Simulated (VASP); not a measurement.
Level of theory: LDA (Ceperley-Alder, Perdew-Zunger), VASP's LDA PAW potentials (set 64) (plane waves; VASP).

The input files of a VASP run:

### KPOINTS
```
K-points
0
G
10 10 10
0 0 0
```

INCAR:
```
! general
SYSTEM  = Hf2Hg
PREC    = Accurate
ENCUT   = 300
LREAL   = F
LASPH   = T

! electronic loop
EDIFF   = 1E-6
NELM    = 100
ALGO    = Normal
LMAXMIX = 6

! smearing
ISMEAR  = 0
SIGMA   = 0.05

! ions
ISIF    = 2

! output
LWAVE   = F
LCHARG  = F
```

File POSCAR:
```
Hf2Hg
5.7528220
 -0.2869989720   0.2869989720   1.0000000000
  0.2869989720  -0.2869989720   1.0000000000
  0.2869989720   0.2869989720  -1.0000000000
Hf Hg
2 1
Direct
  0.6657300000   0.6657300000   0.0000000000
  0.3342700000   0.3342700000   0.0000000000
  0.0000000000   0.0000000000   0.0000000000
```

POTCAR, in this order: Hf_pv Hg (LDA.64 set). Program: vasp_std.

What VASP printed:

### OUTCAR
```
 ion  position               nearest neighbor table
   1  0.666  0.666  0.000-   3 3.01   3 3.01   3 3.01   3 3.01   2 3.04   2 3.04   2 3.04   2 3.04
                             2 3.81   3 3.85
   2  0.334  0.334  0.000-   3 3.01   3 3.01   3 3.01   3 3.01   1 3.04   1 3.04   1 3.04   1 3.04
                             1 3.81   3 3.85
   3  0.000  0.000  0.000-   2 3.01   1 3.01   1 3.01   1 3.01   1 3.01   2 3.01   2 3.01   2 3.01
                             1 3.85   2 3.85
  LATTYP: Found a body centered tetragonal cell.
 ALAT       =     3.3021080000
 C/A-ratio  =     3.4843330382
 Subroutine PRICEL returns:
 Original cell was already a primitive cell.
 Subroutine GETGRP returns: Found 16 space group operations
The static configuration has the point symmetry D_4h.
The dynamic configuration has the point symmetry D_4h.
 Subroutine INISYM returns: Found 16 space group operations
 Subroutine IBZKPT returns following result:
 Found    102 irreducible k-points:

 Following reciprocal coordinates:
            Coordinates               Weight
  0.000000  0.000000  0.000000      1.000000
  0.100000 -0.000000  0.000000      8.000000
  0.200000 -0.000000  0.000000      8.000000
  0.300000  0.000000  0.000000      8.000000
...
```

OSZICAR:
```
       N       E                     dE             d eps       ncg     rms          rms(c)
DAV:   1     0.120921089095E+03    0.12092E+03   -0.13214E+04  4216   0.102E+03
DAV:   2    -0.184156391191E+02   -0.13934E+03   -0.13306E+03  4524   0.301E+02
DAV:   3    -0.244275360425E+02   -0.60119E+01   -0.57473E+01  5288   0.490E+01
DAV:   4    -0.245251329753E+02   -0.97597E-01   -0.96816E-01  4820   0.576E+00
DAV:   5    -0.245271484960E+02   -0.20155E-02   -0.20141E-02  5136   0.716E-01    0.742E+01
DAV:   6    -0.232267237434E+02    0.13004E+01   -0.32693E+00  4544   0.164E+01    0.404E+01
DAV:   7    -0.229692313803E+02    0.25749E+00   -0.10108E+00  4260   0.631E+00    0.530E+00
DAV:   8    -0.229668878077E+02    0.23436E-02   -0.35556E-02  4860   0.128E+00    0.136E+00
DAV:   9    -0.229641350607E+02    0.27527E-02   -0.90721E-03  4332   0.622E-01    0.669E-01
DAV:  10    -0.229640350298E+02    0.10003E-03   -0.11904E-03  4704   0.295E-01    0.215E-01
DAV:  11    -0.229640282221E+02    0.68077E-05   -0.70730E-05  4756   0.734E-02    0.159E-02
DAV:  12    -0.229640277771E+02    0.44499E-06   -0.34619E-06  4400   0.137E-02
   1 F= -.22964028E+02 E0= -.22962306E+02  d E =-.344393E-02
```

**OUTCAR**
```
------------------------ aborting loop because EDIFF is reached ----------------------------------------
  FORCE on cell =-STRESS in cart. coord.  units (eV):
  Direction    XX          YY          ZZ          XY          YZ          ZX
  --------------------------------------------------------------------------------------
  Total       -1.4593529     -1.4593529     -1.2250418      0.0000000      0.0000000      0.0000000
  in kB      -37.2741221    -37.2741221    -31.2894563      0.0000000      0.0000000      0.0000000
  external PRESSURE =     -35.2792335 kB  Pullay stress =       0.0000000 kB
  volume of cell :       62.73
      direct lattice vectors                 reciprocal lattice vectors
    -1.651054000  1.651054000  5.752822000     0.000000000  0.302836855  0.086913866
     1.651054000 -1.651054000  5.752822000     0.302836855  0.000000000  0.086913866
     1.651054000  1.651054000 -5.752822000     0.302836855  0.302836855  0.000000000
 POSITION                                       TOTAL-FORCE (eV/Angst)
 -----------------------------------------------------------------------------------
      0.00000      0.00000      7.65965        -0.000000     -0.000000      0.033108
      0.00000      0.00000      3.84599         0.000000      0.000000     -0.033108
      0.00000      0.00000      0.00000         0.000000      0.000000      0.000000
 -----------------------------------------------------------------------------------
    total drift:                               -0.000000      0.000000     -0.000000
  FREE ENERGIE OF THE ION-ELECTRON SYSTEM (eV)
  ---------------------------------------------------
  free  energy   TOTEN  =       -22.9640277771 eV

  energy  without entropy=      -22.9605838452  energy(sigma->0) =      -22.96230581
```
(Selected blocks of OUTCAR.)

At this cut-off the stress carries a Pulay error, which pulls relaxed volumes low.

The structure comes from a computed database's Hf2Hg entry; how it stands against other phases isn't given here. The cell was not relaxed at this level.
